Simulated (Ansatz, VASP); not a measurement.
## AgH3Pb in two plane-wave programs

Aim: how closely do two programs agree when they are given the same cell, functional and k mesh? The cell is generated by rule, not measured, and may not be a known phase. The cell is taken from a series of runs on this material, whose earlier steps may have relaxed, scaled, displaced or heated it; both programs get it as it stands.

Main program and level: Ansatz 0.2.0; plane waves, with VASP 6.6.1 beside it; relaxation of cell and atoms at PBEsol.

The structure was built from a prototype and need not be the compound's stable phase.

**1. The structure**

It takes space group C2 (No. 5, monoclinic). The conventional cell has a = 8.215 Å, b = 5.297 Å, c = 7.112 Å, α = 90.00°, β = 113.77°, γ = 90.00°. Nearest to Ag lie 3 H at 1.74 to 1.84 Å. Ag has 3 H at 1.74 to 1.75 Å nearest. Nearest to Pb lie 4 H at 2.13 to 2.32 Å. Nearest to H lie 1 Ag at 1.84 Å and 2 Pb at 2.30 Å. Nearest to H lie 1 Ag at 1.74 Å and 2 Pb at 2.32 Å. H has 1 Ag at 1.74 Å and 1 Pb at 2.21 Å nearest. Farther neighbours are not listed.

Coordinates:

```xyz
10
Lattice="4.1074 -2.6487 0.0000 4.1074 2.6487 0.0000 -2.8663 0.0000 6.5091" Properties=species:S:1:pos:R:3 pbc="T T T"
Ag    2.6742   -1.5810    3.2545
Ag    1.2411    1.2198    6.5091
Pb    3.9657    1.2586    4.8650
Pb    1.3828    1.2586    1.6440
H     2.6742    0.2550    3.2545
H     1.2411   -0.5161    6.5091
H     5.3532    0.7029    2.3343
H    -1.6759   -0.3069    5.8801
H     7.0244   -0.3069    0.6290
H    -0.0048    0.7029    4.1748
```

**2. VASP: relaxation of cell and atoms, PBEsol**

The relaxed volume is the usual yardstick between codes: in a stiff, nearly cubic crystal its relative difference is about their pressure difference at one cell divided by the bulk modulus.

Lines of VASP's logs that name or quote its potential files are left out, and so is its time.

File INCAR:

```
SYSTEM = AgH3Pb
PREC = Accurate
ENCUT = 500
EDIFF = 1E-07
NELM = 120
ISMEAR = 1
SIGMA = 0.2
LREAL = .FALSE.
ALGO = Normal
GGA = PS
NBANDS = 38
LASPH = .TRUE.
LORBIT = 11
LWAVE = .FALSE.
LCHARG = .FALSE.
ISIF = 3
IBRION = 2
NSW = 80
EDIFFG = -0.005
GGA_COMPAT = .FALSE.
NELMIN = 4
KPAR = 2
```

File POSCAR:

```
AgH3Pb
1.0
    4.1073540000     -2.6487230000      0.0000000000
    4.1073540000      2.6487230000      0.0000000000
   -2.8662760000      0.0000000000      6.5090750000
Ag Pb H
2 2 6
Direct
    0.7984396364      0.2015603100      0.4999999232
    0.2697320290      0.7302679174      0.9999999232
    0.5059533693      0.9811298978      0.7474224064
    0.0188700487      0.4940465771      0.2525774400
    0.4518641357      0.5481358107      0.4999999232
    0.5974284321      0.4025715143      0.9999999232
    0.6441143635      0.9094731798      0.3586203877
    0.1691122447      0.0532571704      0.9033669147
    0.9467427760      0.8308877017      0.0966329317
    0.0905267666      0.3558855829      0.6413794587
```

File KPOINTS:

```
Automatic mesh
0
Gamma
8 8 6
0 0 0
```

PAW data sets: Ag, Pb_d and H (PBE family, release 64).

Launch:

```
> mpirun -np 2 vasp_std
```

Numbers of over 12 decimals in the logs are rounded to 6 here.

The program printed:

```text
[banner, memory and clock lines left out]
running    2 mpi-ranks, on    1 nodes
 distrk:  each k-point on    1 cores,    2 groups
 distr:  one band on    1 cores,    1 groups

 POSCAR found type information on POSCAR AgPbH
 POSCAR found :  3 types and      10 ions
|                                                                             |
|               ----> ADVICE to this user running VASP <----                  |
|                                                                             |
|     You enforced a specific xc type in the INCAR file but a different       |
|     [... a line on the potential file left out ...]
|     I HOPE YOU KNOW WHAT YOU ARE DOING!                                     |
|                                                                             |

 LDA part: xc-table for (Slater+PW92), standard interpolation
 POSCAR, INCAR and KPOINTS ok, starting setup
 FFT: planning ... GRIDC
 FFT: planning ... GRID_SOFT
 FFT: planning ... GRID
 WAVECAR not read
 entering main loop
       N       E                     dE             d eps       ncg     rms          rms(c)
DAV:   1     0.520186546537E+03    0.52019E+03   -0.25718E+04  8664   0.151E+03
DAV:   2     0.133307264002E+02   -0.50686E+03   -0.48662E+03  8838   0.404E+02
DAV:   3    -0.316933675527E+02   -0.45024E+02   -0.43995E+02 10522   0.145E+02
DAV:   4    -0.333232276735E+02   -0.16299E+01   -0.16253E+01  9932   0.279E+01
DAV:   5    -0.333894080091E+02   -0.66180E-01   -0.66176E-01 11780   0.595E+00    0.115E+01
DAV:   6    -0.311895676101E+02    0.21998E+01   -0.71661E+00  9422   0.208E+01    0.769E+00
DAV:   7    -0.309742192799E+02    0.21535E+00   -0.16112E+00 10622   0.704E+00    0.304E+00
DAV:   8    -0.309441771859E+02    0.30042E-01   -0.20793E-01 11738   0.194E+00    0.736E-01
DAV:   9    -0.309434903852E+02    0.68680E-03   -0.21836E-02 10556   0.132E+00    0.297E-01
DAV:  10    -0.309434639183E+02    0.26467E-04   -0.30925E-03 10522   0.433E-01    0.714E-02
DAV:  11    -0.309433682579E+02    0.95660E-04   -0.46499E-04 11336   0.198E-01    0.262E-02
DAV:  12    -0.309433774220E+02   -0.91641E-05   -0.79453E-05 11592   0.637E-02    0.100E-02
DAV:  13    -0.309433806088E+02   -0.31867E-05   -0.78046E-06  9746   0.246E-02    0.495E-03
DAV:  14    -0.309433795467E+02    0.10621E-05   -0.73350E-07  9162   0.656E-03    0.859E-04
DAV:  15    -0.309433795300E+02    0.16698E-07   -0.15172E-07  6918   0.237E-03
   1 F= -.30943380E+02 E0= -.30943383E+02  d E =-.309434E+02
[...]
2 F= -.30943557E+02 E0= -.30943563E+02  d E =-.177840E-03
[...]
3 F= -.30943586E+02 E0= -.30943594E+02  d E =-.206772E-03
[...]
4 F= -.30943638E+02 E0= -.30943648E+02  d E =-.521806E-04
[...]
5 F= -.30943709E+02 E0= -.30943723E+02  d E =-.122988E-03
[...]
6 F= -.30943710E+02 E0= -.30943724E+02  d E =-.123224E-03
 curvature:  -2.81 expect dE=-0.474E-04 dE for cont linesearch -0.573E-07
 trial: gam= 0.28583 g(F)=  0.160E-04 g(S)=  0.857E-06 ort =-0.123E-05 (trialstep = 0.180E+01)
 search vector abs. value=  0.223E-04
 bond charge predicted
       N       E                     dE             d eps       ncg     rms          rms(c)
DAV:   1    -0.309437487401E+02   -0.39305E-04   -0.13200E-02 10754   0.567E-01    0.472E-02
DAV:   2    -0.309437330866E+02    0.15653E-04   -0.48655E-04 10550   0.170E-01    0.196E-02
DAV:   3    -0.309437317393E+02    0.13474E-05   -0.37363E-05 11900   0.517E-02    0.843E-03
DAV:   4    -0.309437317949E+02   -0.55579E-07   -0.37519E-06 12264   0.165E-02    0.319E-03
DAV:   5    -0.309437321412E+02   -0.34631E-06   -0.19268E-07  6270   0.358E-03    0.159E-03
DAV:   6    -0.309437323198E+02   -0.17859E-06   -0.56843E-08  4812   0.226E-03    0.301E-04
DAV:   7    -0.309437323176E+02    0.21582E-08   -0.13046E-08  4452   0.117E-03
   7 F= -.30943732E+02 E0= -.30943748E+02  d E =-.227914E-04
 trial-energy change:   -0.000023  1 .order   -0.000023   -0.000030   -0.000016
 step:   3.8833(harm=  3.8833)  dis= 0.00118  next Energy=   -30.943742 (dE=-0.321E-04)
 reached required accuracy - stopping structural energy minimisation
```

OUTCAR, selected parts (step 2):

```text
ion  position               nearest neighbor table
   1  0.798  0.202  0.500-   7 1.74  10 1.74   5 1.84   3 3.21   4 3.21   3 3.25   4 3.25   4 3.51
                             3 3.51
   2  0.270  0.730  1.000-   6 1.74   9 1.75   8 1.75   4 3.18   3 3.18   3 3.38   4 3.38   4 3.44
                             3 3.44
   3  0.506  0.981  0.747-   8 2.13  10 2.21   5 2.30   6 2.32   2 3.18   1 3.21   1 3.25   2 3.38
                             2 3.44   1 3.51   4 4.13
   4  0.019  0.494  0.253-   9 2.13   7 2.21   5 2.30   6 2.32   2 3.18   1 3.21   1 3.25   2 3.38
                             2 3.44   1 3.51   3 4.13
   5  0.452  0.548  0.500-   1 1.84   4 2.30   3 2.30
   6  0.597  0.403  1.000-   2 1.74   3 2.32   4 2.32
   7  0.644  0.909  0.359-   1 1.74   4 2.21
   8  0.169  0.053  0.903-   2 1.75   3 2.13
   9  0.947  0.831  0.097-   2 1.75   4 2.13
  10  0.091  0.356  0.641-   1 1.74   3 2.21

  LATTYP: Found a base centered monoclinic cell.
 ALAT       =     8.2147080000
 B/A-ratio  =     0.6448733175
 C/A-ratio  =     0.8657903027
 COS(beta)  =    -0.4030075287

 Subroutine GETGRP returns: Found  2 space group operations
 (whereof  2 operations were pure point group operations)

The static configuration has the point symmetry C_2 .

 Found    114 irreducible k-points:

   k-points           NKPTS =    114   k-points in BZ     NKDIM =    114   number of bands    NBANDS=     38

   dimension x,y,z NGX =    36 NGY =   36 NGZ =   54
   dimension x,y,z NGXF=    72 NGYF=   72 NGZF=  108

   ENCUT  =  500.0 eV  36.75 Ry    6.06 a.u.   8.91  8.91 12.97*2*pi/ulx,y,z

   NELECT =      56.0000    total number of electrons

 k-points in reciprocal lattice and weights: Automatic mesh
   0.00000000  0.00000000  0.00000000       0.003
   0.12500000  0.00000000  0.00000000       0.010
   0.25000000  0.00000000  0.00000000       0.010
   0.37500000  0.00000000 -0.00000000       0.010
   0.50000000  0.00000000  0.00000000       0.005
   0.12500000  0.12500000  0.00000000       0.005
   0.25000000  0.12500000  0.00000000       0.010
   0.37500000  0.12500000 -0.00000000       0.010
   0.50000000  0.12500000  0.00000000       0.010
[...]
-0.37500000  0.37500000  0.50000000       0.005
   0.50000000  0.50000000  0.50000000       0.003

 average (electrostatic) potential at core
       1 -74.9754       2 -74.8820       3 -92.6756       4 -92.6756       5 -31.4516
       6 -31.5515       7 -31.6408       8 -31.7007       9 -31.7007      10 -31.6408

 E-fermi :   4.4197

 k-point     1 :       0.0000    0.0000    0.0000
  band No.  band energies     occupation
    ...
     24       2.0540      2.00000
     25       2.5069      2.00000
     26       3.0106      2.00000
     27       3.4252      2.00000
     28       3.4611      2.00000
     29       5.3422     -0.00000
     30       5.5689     -0.00000
     31       6.1669     -0.00000
     32       6.7502     -0.00000
     33       7.5947     -0.00000
    ...

 k-point     2 :       0.1250    0.0000    0.0000
  band No.  band energies     occupation
    ...
     24       1.7178      2.00000
     25       1.9778      2.00000
     26       2.5218      2.00000
     27       3.2220      2.00000
     28       3.8898      2.00116
     29       5.6076     -0.00000
     30       5.8396     -0.00000
     31       6.4470     -0.00000
     32       6.8401     -0.00000
     33       7.8233     -0.00000
    ...

 k-point     3 :       0.2500    0.0000    0.0000
  band No.  band energies     occupation
    ...
     24       1.0356      2.00000
     25       1.2847      2.00000
     26       2.2299      2.00000
     27       2.8838      2.00000
     28       3.7478      2.00002
     29       5.5299     -0.00000
     30       6.4327     -0.00000
     31       6.8817     -0.00000
     32       7.7291     -0.00000
     33       8.1315     -0.00000
    ...

  Total       -0.0099723      0.0003861      0.0042861      0.0000000      0.0000000     -0.0022667
  in kB       -0.1133843      0.0043898      0.0487330      0.0000000      0.0000000     -0.0257724
  external PRESSURE =      -0.0200872 kB  Pullay stress =       0.0000000 kB

  energy-cutoff  :      500.00
  volume of cell :      140.91
      direct lattice vectors                 reciprocal lattice vectors
     4.100998981 -2.645901735  0.000331601     0.121917169 -0.188971493  0.053726076
     4.100998981  2.645901735  0.000331601     0.121917169  0.188971493  0.053726076
    -2.861316230  0.000000000  6.493003019    -0.000012453  0.000000000  0.154006454

 POSITION                                       TOTAL-FORCE (eV/Angst)
 -----------------------------------------------------------------------------------
      2.67034     -1.58075      3.24683         0.000000     -0.003530      0.000000
      1.23968      1.21834      6.49333         0.000000      0.004108      0.000000
      3.96151      1.25539      4.85255         0.002060     -0.003539      0.000066
      1.37917      1.25539      1.64111        -0.002060     -0.003539     -0.000066
      2.67034      0.25590      3.24683        -0.000000     -0.004503      0.000000
      1.23968     -0.51823      6.49333         0.000000      0.003888      0.000000
      5.34172      0.70297      2.32731        -0.000433      0.004320      0.000842
     -1.67115     -0.30395      5.86516        -0.001755     -0.000763      0.001980
      7.01184     -0.30395      0.62851         0.001755     -0.000763     -0.001980
     -0.00104      0.70297      4.16636         0.000433      0.004320     -0.000842
 -----------------------------------------------------------------------------------
    total drift:                               -0.000015      0.000490      0.001313

  FREE ENERGIE OF THE ION-ELECTRON SYSTEM (eV)
  ---------------------------------------------------
  free  energy   TOTEN  =       -30.9437323176 eV

  energy  without entropy=      -30.9437790097  energy(sigma->0) =      -30.94374788

 reached required accuracy - stopping structural energy minimisation

 total charge
# of ion       s       p       d       tot
------------------------------------------
    1        0.464   0.364   9.127   9.955
    2        0.454   0.386   9.137   9.977
    3        1.433   0.628   9.835  11.895
    4        1.433   0.628   9.835  11.895
    5        0.484   0.010   0.000   0.495
    6        0.499   0.013   0.000   0.512
    7        0.488   0.012   0.000   0.501
    8        0.490   0.013   0.000   0.503
    9        0.490   0.013   0.000   0.503
   10        0.488   0.012   0.000   0.501
--------------------------------------------------
tot          6.726   2.078  37.933  46.737

[... 3 further parts left out ...]
```

The run keeps the 2 symmetry operations of its start, so it cannot find a distortion of lower symmetry.

[end of part 1 of 2]

[Lines on the potential files, build, host, timing and source positions are cut from VASP's logs without a mark.]

[Logs are printed without paths, hosts, clocks, repeated set-up lines and the standing remarks that a program may print on its own settings, such as how far it seeks lower states.]

[Hosts, paths, dates, database ids (printed as entryN), source tags and the programs' standing remarks are cut or masked in the printed files.]
